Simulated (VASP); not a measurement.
**Hf3Te: relaxation of cell and atoms with PBE**

Crystal: Hf3Te.

```
Hf Te
1.0
     4.47332    0.00000    0.00000
     0.00000    4.47332    0.00000
     0.00000    0.00000    4.47332
Hf Te
3 1
Direct
  0.00000 0.50000 0.50000
  0.50000 0.00000 0.50000
  0.50000 0.50000 0.00000
  0.00000 0.00000 0.00000
```

The cell was built by a generator and needn't be a form met in nature.

```yaml
Program: VASP 6.6.1
Task: relaxation of cell and atoms
Functional: PBE
Potentials_or_basis: VASP PAW PBE potentials, release 64 (Hf_pv, Te)
Cutoff: 600 eV
k_mesh: 10 × 10 × 10
Occupations: gaussian, width 0.1 eV
Spin: no spin polarisation
Dipole_correction: no
Further_INCAR_settings: ALGO = Fast; EDIFF = 1e-06; IBRION = 2; EDIFFG = -0.01; NSW = 100; ISIF = 3
```

```json
{
  "Relaxed volume": "21.64 Å³/atom",
  "Relaxed cell": "a = 4.423 Å, b = 4.423 Å, c = 4.423 Å, α = 90.00°, β = 90.00°, γ = 90.00°",
  "Space group after relaxing (to 0.05 Å)": "Pm-3m (No. 221)",
  "Energy gained by relaxing": "7.9 meV/atom",
  "Ionic steps": "3",
  "Pressure after relaxing": "0.0 GPa",
  "Band gap on the k mesh": "none (metal or under the smearing width)"
}
```

Step by step:
```
step  energy change (eV)  largest force (eV/Å)  pressure (GPa)  volume (Å³)
   1              0.0000                0.0000           -3.30        89.51
   2              0.0006                0.0000            3.70        83.68
   3             -0.0316                0.0000            0.00        86.55
```

Final structure:
```xyz
4
Lattice="4.4234 0.0000 0.0000 0.0000 4.4234 0.0000 0.0000 0.0000 4.4234" Properties=species:S:1:pos:R:3 pbc="T T T"
Hf    0.0000    2.2117    2.2117
Hf    2.2117    0.0000    2.2117
Hf    2.2117    2.2117    0.0000
Te    0.0000    0.0000    0.0000
```

Levels at points of the mesh, in eV from the Fermi level:
```
           k point  band 16  band 17  band 18  band 19  band 20  band 21
(0.00, 0.00, 0.00)    -3.03    -1.85    -1.85    -1.85     0.20     2.17
(0.50, 0.00, 0.00)    -1.09    -0.45     0.28     0.28     0.42     0.60
(0.50, 0.50, 0.00)    -0.90    -0.63     0.42     0.42     0.81     1.67
(0.50, 0.50, 0.50)    -3.44     0.70     0.75     0.75     0.75     1.63
```

Wall time 4.8 min on 1 thread of Intel(R) Xeon(R) Platinum 8488C (Sapphire Rapids) (shared host), peak memory 0.3 GiB.

The run has no spin-orbit coupling, so splittings on Hf, Te are missing.
